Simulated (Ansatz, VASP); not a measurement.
**Two plane-wave programs on LiAlO**

The input INCAR:

```
ALGO = Normal
EDIFF = 1E-6
EDIFFG = -0.01
ENCUT = 600
GGA = PE
IBRION = 2
ISIF = 3
ISMEAR = 0
LASPH = T
LCHARG = F
LREAL = F
LWAVE = F
NELM = 60
NSW = 100
PREC = Accurate
SIGMA = 0.02
```

File KPOINTS:

```
k-points
0
Gamma
  10 10 4
```

File POSCAR:

```
LiAlO
1.0
    3.1177477640      0.0000000000      0.0000000000
    0.0000000000      3.1177477640      0.0000000000
    0.0000000000      0.0000000000      6.9220215172
Li Al O
2 2 2
Direct
    0.0000000000      0.0000000000      0.0000000000
    0.5000000000      0.5000000000      0.0000000000
    0.5000000000      0.0000000000      0.6625183954
    0.0000000000      0.5000000000      0.3374816046
    0.5000000000      0.0000000000      0.3926944136
    0.0000000000      0.5000000000      0.6073055864
```

Input for Ansatz:

```yaml
crystal:
  lattice:
    - [3.117747764, 0.0, 0.0]
    - [0.0, 3.117747764, 0.0]
    - [0.0, 0.0, 6.9220215172]
  atoms:
    - { symbol: Li, position: [0.0, 0.0, 0.0] }
    - { symbol: Li, position: [0.5, 0.5, 0.0] }
    - { symbol: Al, position: [0.5, 0.0, 0.6625183954] }
    - { symbol: Al, position: [0.0, 0.5, 0.3374816046] }
    - { symbol: O, position: [0.5, 0.0, 0.3926944136] }
    - { symbol: O, position: [0.0, 0.5, 0.6073055864] }
basis:
  ecutwfc: 420
kpoints:
  mp_grid: { grid: [10, 10, 4] }
hamiltonian:
  xc: pbe
scf:
  occupations: { method: gaussian, width: 0.02 }
output:
  forces: true
  stress: true
  eigenvalues: true
  write_density: true
  write_potential: true
  elf: true
  volumetric_format: npy
relax:
  adjacent_minimum: "off"
  f_tol: 0.01
  max_steps: 80
  cell: { stress_tol: 0.05 }
```

Alike in both runs: task relaxation of cell and atoms; functional PBE; k mesh 10 × 10 × 4; occupations gaussian, width 0.02 eV; no spin polarisation.

|  | VASP | Ansatz |
| --- | --- | --- |
| version | VASP 6.6.1 | Ansatz 0.2.0 |
| potentials or method | VASP PAW PBE potentials, release 64 (Li_sv, Al, O) | scalar-relativistic, plane waves, PAW |
| plane-wave cutoff (eV) | 600 | 420 |
| valence electrons in the cell | 24 | 24 |

Ansatz gave:

| Quantity | Value |
| --- | --- |
| gap on the k mesh at the Fermi level, each at its own relaxed structure (eV) | 1.51 |
| relaxed volume (Å³/atom) | 11.21 |
| relaxed cell length with the largest relative difference (Å) | 3.119 |

Question: Estimate VASP's values.

Answer: gap on the k mesh at the Fermi level, each at its own relaxed structure (eV): 1.52; relaxed volume (Å³/atom): 11.16; relaxed cell length with the largest relative difference (Å): 3.113.

Caveats: the cutoff is under 1.25 times the usual one of these potentials, so pressure, stress and relaxed cells hold a basis-set (Pulay) error (VASP). A k mesh can miss the band edges.
